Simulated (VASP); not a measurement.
# Nb2CN: equation of state with PBEsol

The system is Nb2CN.

```
Nb N C
1.0
     1.58842    0.91707    5.18997
    -1.58842    0.91707    5.18997
     0.00000   -1.83414    5.18997
Nb N C
2 1 1
Direct
  0.25660 0.25660 0.25660
  0.74340 0.74340 0.74340
  0.50000 0.50000 0.50000
  0.00000 0.00000 0.00000
```

The cell comes from a database or a generator and needn't be the stable form of this composition.

```json
{"Program": "VASP 6.6.1", "Task": "equation of state", "Functional": "PBEsol", "Potentials or basis": "VASP PAW PBE potentials, release 64 (Nb_sv, N, C)", "Cutoff": "520 eV", "k mesh": "10 × 10 × 10", "Occupations": "fermi-dirac, width 0.05 eV", "Spin": "no spin polarisation", "Ladder": "free", "Further INCAR settings": "ALGO = Normal; EDIFF = 1e-07; NBANDS = 26"}
```

```yaml
Equilibrium_volume: 10.85 Å³/atom
Bulk_modulus_at_fixed_shape_and_positions: 322 GPa
Pressure_derivative_of_the_bulk_modulus: 4.3
```

Energy against volume, from the lowest point:
| volume (Å³/atom) | energy (meV/atom) |
| --- | --- |
| 10.660 | 3.46 |
| 10.887 | 0.00 |
| 11.113 | 5.93 |
| 11.340 | 20.27 |
| 11.567 | 42.13 |
| 11.794 | 70.72 |
| 12.021 | 105.35 |

All runs of the series together: 21 min on 1 thread of Intel(R) Xeon(R) 6975P-C (Granite Rapids) (shared host).

Caveat: the cell was scaled at fixed shape and fractional positions, which overstates the stiffness of a crystal with free parameters, most of all of layers and chains; the PAW data sets were made with another functional, which shifts forces and pressure a little.
